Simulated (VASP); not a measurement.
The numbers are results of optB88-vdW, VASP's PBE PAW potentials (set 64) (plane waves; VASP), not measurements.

VASP input:

KPOINTS:
```
Automatic
0
G
 12 12 12
```

### INCAR
```
NEDOS  =  601
ENCUT  =  520   ! plane-wave cut-off (eV)
LWAVE  =  .FALSE.
PARAM1  =  0.1833333333
SYSTEM  =  GaAs
LREAL  =  .FALSE.
LCHARG  =  .TRUE.
LMAXMIX  =  4   ! l cut-off of mixed one-centre charges
ISMEAR  =  -5   ! tetrahedra, Bloechl
ISIF  =  2   ! forces and stress, cell fixed
AGGAC  =  0.0
LORBIT  =  11   ! lm-projected
PARAM2  =  0.22
GGA  =  BO
PREC  =  Accurate
LASPH  =  .TRUE.   ! aspherical one-centre terms
ALGO  =  Normal   ! blocked Davidson
NELM  =  100
LUSE_VDW  =  .TRUE.
EDIFF  =  1E-7   ! SCF stop (eV)
```

POSCAR:
```
GaAs
1
    0.0000000000     2.8713709669     2.8713709669
    2.8713709669     0.0000000000     2.8713709669
    2.8713709669     2.8713709669     0.0000000000
Ga As
1 1
Direct
  0.0000000000   0.0000000000   0.0000000000
  0.2500000000   0.2500000000   0.2500000000
```

POTCAR, in this order: Ga_d As (PBE.64 set). Program: vasp_std.

### Question
Predict the energy per atom (σ→0), band gap (on the k-mesh).

### Answer

```json
{
  "energy per atom (σ→0)": "-1.600 eV/atom",
  "band gap (on the k-mesh)": "0.02 eV"
}
```

**OSZICAR**
```
...
DAV:   8    -0.320030993914E+01    0.39627E-03   -0.87212E-03  2165   0.127E+00    0.861E-02
DAV:   9    -0.320046865452E+01   -0.15872E-03   -0.98067E-04  2166   0.505E-01    0.494E-02
DAV:  10    -0.320049353003E+01   -0.24876E-04   -0.57235E-05  2658   0.804E-02    0.269E-02
DAV:  11    -0.320051277731E+01   -0.19247E-04   -0.22119E-05  1917   0.550E-02    0.184E-03
DAV:  12    -0.320051290022E+01   -0.12292E-06   -0.62949E-07  2382   0.128E-02    0.940E-04
DAV:  13    -0.320051303240E+01   -0.13218E-06   -0.18215E-07  1872   0.355E-03    0.355E-04
DAV:  14    -0.320051301464E+01    0.17762E-07   -0.54257E-09  1091   0.107E-03
   1 F= -.32005130E+01 E0= -.32005130E+01  d E =0.000000E+00
```

The compound is GaAs in the zinc blende structure. It was relaxed first, which changed the volume by +5 %.
